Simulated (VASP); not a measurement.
Input:

```yaml
crystal:
  lattice:
    - [2.75950, 0.00000, 0.00000]
    - [-1.37975, 2.38980, 0.00000]
    - [0.00000, 0.00000, 20.47102]
  atoms:
    - { symbol: N, position: [0.00000, 0.00000, 0.50000] }
    - { symbol: W, position: [0.33333, 0.66667, 0.57050] }
    - { symbol: W, position: [0.66667, 0.33333, 0.42950] }
```

The numbers are results of PBEsol GGA, VASP's PBE PAW potentials (set 64) (plane waves; VASP), not measurements. Run with 520 eV cut-off, 14×14×1 Γ-centred mesh, tetrahedra with Blöchl corrections, potentials N W_sv.

The cell holds a wide vacuum, so values per volume refer to the whole cell.  Unless said otherwise, spin-orbit coupling is left out, though it shifts the bands of the heavy elements here.

Predict the energy per atom (σ→0), band gap (on the k-mesh) with the smallest direct gap where there is one.

| Quantity | Value |
|---|---|
| band gap (on the k-mesh) | none (metal, semimetal or under 0.01 eV) |
| energy per atom (σ→0) | -11.150 eV/atom |

The cell is a sheet with vacuum, built from a generated structure.
